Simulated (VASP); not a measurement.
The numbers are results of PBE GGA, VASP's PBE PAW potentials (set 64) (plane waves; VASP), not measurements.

A VASP calculation is set up with these files.

### POSCAR
```
BN
3.54270
  0.0000000000   0.5000000000   0.5000000000
  0.5000000000   0.0000000000   0.5000000000
  0.5000000000   0.5000000000   0.0000000000
B N
1 1
direct
  0.0000000000   0.0000000000   0.0000000000
  0.2500000000   0.2500000000   0.2500000000
```

INCAR:
```
SYSTEM = BN
PREC = Accurate; ENCUT = 400; LREAL = .False.
LASPH = .True.
EDIFF = 1E-6; NELM = 100; ALGO = Normal
ISMEAR = -1; SIGMA = 0.01
GGA = PE
ISIF = 2
LWAVE = .False.; LCHARG = .False.
```

**KPOINTS**
```
Automatic mesh
0
Gamma
11 11 11
0 0 0
```

POTCAR, in this order: B N (PBE.64 set). Program: vasp_std.

Output of the run:

### OSZICAR
```
       N       E                     dE             d eps       ncg     rms          rms(c)
DAV:   1     0.891242787918E+00    0.89124E+00   -0.45862E+03   984   0.805E+02
DAV:   2    -0.183381614296E+02   -0.19229E+02   -0.18900E+02  1264   0.130E+02
DAV:   3    -0.184270703609E+02   -0.88909E-01   -0.88909E-01  1032   0.113E+01
DAV:   4    -0.184271297313E+02   -0.59370E-04   -0.59370E-04  1240   0.254E-01
DAV:   5    -0.184271297454E+02   -0.14019E-07   -0.14019E-07   952   0.296E-03    0.706E+00
DAV:   6    -0.174828231019E+02    0.94431E+00   -0.32998E+00  1000   0.131E+01    0.360E+00
DAV:   7    -0.173879126869E+02    0.94910E-01   -0.12750E-01  1152   0.333E+00    0.205E+00
DAV:   8    -0.173714885128E+02    0.16424E-01   -0.44864E-02  1016   0.194E+00    0.227E-01
DAV:   9    -0.173717091314E+02   -0.22062E-03   -0.50354E-04   912   0.241E-01    0.827E-02
DAV:  10    -0.173717788259E+02   -0.69695E-04   -0.12447E-04  1272   0.111E-01    0.161E-02
DAV:  11    -0.173717832704E+02   -0.44445E-05   -0.60222E-06  1000   0.245E-02    0.643E-03
DAV:  12    -0.173717833378E+02   -0.67430E-07   -0.89759E-07   464   0.755E-03
   1 F= -.17371783E+02 E0= -.17371783E+02  d E =-.539856E-16
```

### OUTCAR
```
------------------------ aborting loop because EDIFF is reached ----------------------------------------
  FORCE on cell =-STRESS in cart. coord.  units (eV):
  Direction    XX          YY          ZZ          XY          YZ          ZX
  --------------------------------------------------------------------------------------
  Total        1.5547716      1.5547716      1.5547716     -0.0000000      0.0000000     -0.0000000
  in kB      224.0959629    224.0959629    224.0959629     -0.0000000      0.0000000     -0.0000000
  external PRESSURE =     224.0959629 kB  Pullay stress =       0.0000000 kB
  volume of cell :       11.12
      direct lattice vectors                 reciprocal lattice vectors
     0.000000000  1.771350000  1.771350000    -0.282270585  0.282270585  0.282270585
     1.771350000  0.000000000  1.771350000     0.282270585 -0.282270585  0.282270585
     1.771350000  1.771350000  0.000000000     0.282270585  0.282270585 -0.282270585
  FREE ENERGIE OF THE ION-ELECTRON SYSTEM (eV)
  ---------------------------------------------------
  free  energy   TOTEN  =       -17.3717833378 eV

  energy  without entropy=      -17.3717833378  energy(sigma->0) =      -17.37178334
```
(Selected blocks of OUTCAR.)

At this cut-off the stress carries a Pulay error, which pulls relaxed volumes low.

The structure is a typed BN crystal (F-43m). The cell was not relaxed at this level, and its volume differs by -5.9 % from the start's.
